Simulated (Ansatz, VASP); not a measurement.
**Cross-check of TiTeSe between VASP and Ansatz**

One calculation is typed for both programs; each brings its own data sets. How far apart do they land? The cell is taken from a series of runs on this material, whose earlier steps may have relaxed, scaled, displaced or heated it; both programs get it as it stands.

Calculated with Ansatz 0.2.0; plane waves, with VASP 6.6.1 beside it; PBEsol.

## 1. Set-up

The cell holds 3 atoms: 1 Ti, 1 Se and 1 Te. Its edges and angles: a = 3.463 Å, b = 3.463 Å, c = 30.000 Å, α = 90.0°, β = 90.0°, γ = 120.0°. Vacuum lies along c.

## 2. Ansatz: zone-centre phonons, PBEsol

Ansatz runs on its PAW soft_1 files.

Second derivatives magnify differences that forces hide, and they need a tight electronic threshold.

File input.yaml:

```yaml
crystal:
  lattice:
    - [3.4629272688, 0.0, 0.0]
    - [-1.7314636344, 2.9989829863, 0.0]
    - [0.0, 0.0, 30.0]
  atoms:
    - { symbol: Ti, position: [0.0, 0.0, 0.3367630141] }
    - { symbol: Se, position: [0.3333333333, 0.6666666667, 0.3863225184] }
    - { symbol: Te, position: [0.6666666667, 0.3333333333, 0.2735811342] }
  periodic: [true, true, false]
kpoints:
  mp_grid: { grid: [15, 15, 1] }
hamiltonian:
  xc: pbesol
  pseudopotentials: { kind: paw, azcp: { folder: soft_1 }, xc_functional: pbe }
scf:
  occupations: { method: methfessel_paxton, width: 0.2 }
output:
  eigenvalues: true
phonons:
  method: dfpt
```

The run is started by

```sh
> ansatz run input.yaml --threads 4 --pin off --max-ram 16384MiB --backend cpu --events-out ev --progress --plain --runs-dir out
```

Numbers of over 12 decimals in the logs are rounded to 6 here.

What it wrote:

```text
Engine: ansatz 0.2.0, aarch64-unknown-linux-gnu
Pseudopotentials: kind: paw
Pseudopotential: Ti, paw, valence charge 12, recommended cutoff 420 eV (normal), soft_1/Ti.paw.azcp
Pseudopotential: Se, paw, valence charge 16, recommended cutoff 420 eV (normal), soft_1/Se.paw.azcp
Pseudopotential: Te, paw, valence charge 16, recommended cutoff 420 eV (normal), soft_1/Te.paw.azcp
Functional definition: PBEsol
  exchange = pbesol_x
  correlation = pbesol_c
Crystal: 3 atoms, lattice volume = 311.558 Å³
Basis set: ecut = 420 eV, 6071 PW (Γ), exchange–correlation on 48×48×432 points (8 copies of the dense FFT grid, shifted against one another)
Bands: 27, of which v1, the nominal top of the filled ones, is band 22 counted from 1 (21 counted from 0)
Symmetry: 6 space group operations
k-points: 64 of 225 (irreducible under 2 space group operations, time reversal used)
Non-local potential: Ti, projectors of the file, l = 0: 3, l = 1: 2, l = 2: 3, l = 3: 1
Non-local potential: Se, projectors of the file, l = 0: 2, l = 1: 2, l = 2: 3, l = 3: 1
Non-local potential: Te, projectors of the file, l = 0: 2, l = 1: 2, l = 2: 2, l = 3: 1
PAW form: soft (Blöchl's): semilocal exchange-correlation on the pseudo side does not see the compensation charge
PAW frozen core: Ti, regenerated for the run's functional, and the local potential with it (the file was generated under x = pbe(κ = 0.804, μ = 0.219515), c = pbe(β = 0.066725))
PAW frozen core: Se, regenerated for the run's functional, and the local potential with it (the file was generated under x = pbe(κ = 0.804, μ = 0.219515), c = pbe(β = 0.066725))
PAW frozen core: Te, regenerated for the run's functional, and the local potential with it (the file was generated under x = pbe(κ = 0.804, μ = 0.219515), c = pbe(β = 0.066725))
PAW one-centre angular grid: Ti, 590 points (default); XC on 64 Gauss nodes
PAW one-centre angular grid: Se, 590 points (default); XC on 64 Gauss nodes
PAW one-centre angular grid: Te, 590 points (default); XC on 64 Gauss nodes
Initial density: superposition of atomic densities (neutral atoms: chi_scale 0, normalization atom)
Initial wavefunctions: pseudopotential atomic-orbital guess
Functional: x = pbesol(κ = 0.804, μ = 0.123457), c = pbesol(β = 0.046)
SCF iter   1: F=—  HF=-14803.008150 eV  |F-HF|=—  |Δ(HF+E_count)|=         —  Δρ=1.59e-2  dr2=3.38e0  ethr=3.10e-3  ⟨swp⟩=13.7  Hψ=12214  notcnv=0
preconditioner: auto → LDOS  [insulator: Δε(μ)=0.168 eV  Ē_g=7.230 eV  σ=0.200 eV  W_gap=0.52  n_scr=18 (ndim 8)  ℏωp=8.4 eV  f_vac=0.748  D(μ)=1.11/eV (n_scr^D=6)  ε∞_Penn≈2.4  β→1.0]
SCF iter   2: F=—  HF=-14803.944627 eV  |F-HF|=—  |Δ(HF+E_count)|=   9.36e-1  S|Δr|=    0.00e0  Δρ=2.05e-2  dr2=1.31e1  ethr=3.10e-3  ⟨swp⟩=5.6  Hψ=5478  notcnv=0  defer=1  recentre
SCF iter   3: F=—  HF=-14802.439380 eV  |F-HF|=—  |Δ(HF+E_count)|=    1.51e0  S|Δr|=    0.00e0  Δρ=5.17e-3  dr2=2.72e-1  ethr=3.10e-3  ⟨swp⟩=5.1  Hψ=5739  notcnv=0
SCF iter   4: F=—  HF=-14802.396038 eV  |F-HF|=—  |Δ(HF+E_count)|=   4.33e-2  S|Δr|=    0.00e0  Δρ=1.54e-3  dr2=1.88e-2  ethr=6.18e-4  ⟨swp⟩=3.1  Hψ=2979  notcnv=0
SCF iter   5: F=—  HF=-14802.393161 eV  |F-HF|=—  |Δ(HF+E_count)|=   2.88e-3  S|Δr|=    0.00e0  Δρ=3.85e-4  dr2=8.50e-4  ethr=4.27e-5  ⟨swp⟩=3.1  Hψ=2917  notcnv=0
SCF iter   6: F=—  HF=-14802.393199 eV  |F-HF|=—  |Δ(HF+E_count)|=   3.86e-5  S|Δr|=    0.00e0  Δρ=9.24e-5  dr2=3.14e-5  ethr=1.93e-6  ⟨swp⟩=3.6  Hψ=3573  notcnv=0
SCF iter   7: F=—  HF=-14802.393226 eV  |F-HF|=—  |Δ(HF+E_count)|=   2.62e-5  S|Δr|=    0.00e0  Δρ=2.07e-5  dr2=2.54e-6  ethr=7.14e-8  ⟨swp⟩=3.6  Hψ=3661  notcnv=0
SCF iter   8: F=—  HF=-14802.393287 eV  |F-HF|=—  |Δ(HF+E_count)|=   6.13e-5  S|Δr|=    0.00e0  Δρ=7.03e-6  dr2=2.10e-7  ethr=5.77e-9  ⟨swp⟩=3.7  Hψ=3822  notcnv=0
SCF iter   9: F=—  HF=-14802.393287 eV  |F-HF|=—  |Δ(HF+E_count)|=   3.34e-7  S|Δr|=    0.00e0  Δρ=1.51e-6  dr2=5.99e-9  ethr=4.78e-10  ⟨swp⟩=2.6  Hψ=3380  notcnv=0
SCF iter  10: F=—  HF=-14802.393287 eV  |F-HF|=—  |Δ(HF+E_count)|=   4.99e-8  S|Δr|=    0.00e0  Δρ=5.04e-7  dr2=9.09e-10  ethr=1.36e-11  ⟨swp⟩=4.1  Hψ=3931  notcnv=0
SCF iter  11: F=—  HF=-14802.393287 eV  |F-HF|=—  |Δ(HF+E_count)|=   8.68e-9  S|Δr|=    0.00e0  Δρ=8.40e-8  dr2=3.22e-11  ethr=2.07e-12  ⟨swp⟩=3.3  Hψ=3329  notcnv=0
SCF iter  12: F=-14802.393287 eV  HF=-14802.393287 eV  |F-HF|=1.71e-10  |Δ(HF+E_count)|=   1.04e-9  S|Δr|=    0.00e0  Δρ=2.42e-8  dr2=4.27e-12  ethr=1.00e-12  ⟨swp⟩=14.2  Hψ=12781  notcnv=0
SCF 1 converged in 12 iterations: F = -14802.393287 eV  dr2 = 4.27e-12
  greatest PAW one-centre occupation: 1.000 electrons in one spin orbital (limit 2), on the Se atom at site 1 (counted from 0), in its partial waves of l = 2
DFPT response loops at Γ: preconditioner auto → none (partly filled bands, converged f_vac=0.756); β = 0.50; Broyden in place of MSR1
SCF converged after 12 iterations
Stability not checked: this state was not tested for a lower state beside it, because cold or Methfessel-Paxton smearing, or corrected tetrahedra, fill the levels in a way that the test cannot read (fill_not_monotonic; see scf.lower_state_search)
Free energy (F): -14802.393287 eV
Harris-Foulkes:  -14802.393287 eV  (|F-HF|=1.71e-10)
Internal energy: -14802.395593 eV  (E = F + TS)
E sigma→0 (E₀):  -14802.393864 eV
Entropy (-TS):   0.002306 eV (0.769 meV/atom)
Fermi energy:    -4.759055 eV
--- Per-component energies (eV) ---
  E_band       = -1448.619722
  E_kinetic    = 566.176272
  E_local      = -101879.955433  (includes V_loc(G=0)·N_el)
  E_nonlocal   = -222.317259
  E_hartree    = 50592.593604
  E_xc         = -322.680081
  E_vxc        = -338.939610  (∫ρ·V_xc dr)
  E_paw        = -7697.096784  (= ΣΔE_a)
  E_vpaw       = -758.770427  (= ΣTr[D̂ρ^β])
  E_aug_tail   = -0.000352  (compensation charges beyond the density's cutoff)
  E_ewald      = 44159.361792
  E_core_change = 1.522648  (= ΣΔE_core)
  E_smearing   = 0.002306  (= −TS)
  E_closure    = 0.000000  (closes the sum)
  Σ components = -14802.393287   (vs F -14802.393287, Δ=0.00e0)
--- Band table (eV; the first three rows and the last of 64) ---
  k-point 0: bands = [... 18 lower, -6.6933, -6.6933, -4.2578, -4.2578, -4.2023, -3.3054, -3.3054, -0.9510, ... 1 higher]
  k-point 1: bands = [... 18 lower, -6.6881, -6.5539, -4.5590, -4.4042, -4.2312, -3.3521, -3.2029, -1.3291, ... 1 higher]
  k-point 2: bands = [... 18 lower, -6.6828, -6.4251, -5.3972, -4.6877, -4.2953, -3.3888, -3.0551, -1.9407, ... 1 higher]
  k-point 63: bands = [... 18 lower, -7.8747, -7.6607, -7.1125, -6.6902, -4.0817, -3.5956, -2.9610, -2.4081, ... 1 higher]
--- Phonons (Γ-DFPT): 6 representative perturbations + reference, on 64 of 225 k-points (Σ response iterations 30) ---
  k mesh reduced under 2 symmetry operations, with k and −k counted as one. Each operation leaves every solved perturbation unchanged. A smaller set is not used because it would not reduce the number of displacements times k-points to solve
  ASR residual: 3.982e-5 → 0.000e0 eV/Å²; symmetrization residual: 1.814e-5 eV/Å²
  ASR residual per site (eV/Å²): 3.98e-5 3.25e-5 1.74e-5
  Γ frequencies (cm⁻¹): 0.00 0.00 0.00 104.45 104.45 165.45 215.79 215.79 336.15
  non-analytic LO–TO correction: not included (Born effective charges unavailable; polar crystals: no LO–TO splitting at Γ)
```

(Part 1 of 2 ends here.)

[Lines on the potential files, build, host, timing and source positions are cut from VASP's logs without a mark.]

[Logs are printed without paths, hosts, clocks, repeated set-up lines and the standing remarks that a program may print on its own settings, such as how far it seeks lower states.]

[Hosts, paths, dates, database ids (printed as entryN), source tags and the programs' standing remarks are cut or masked in the printed files.]
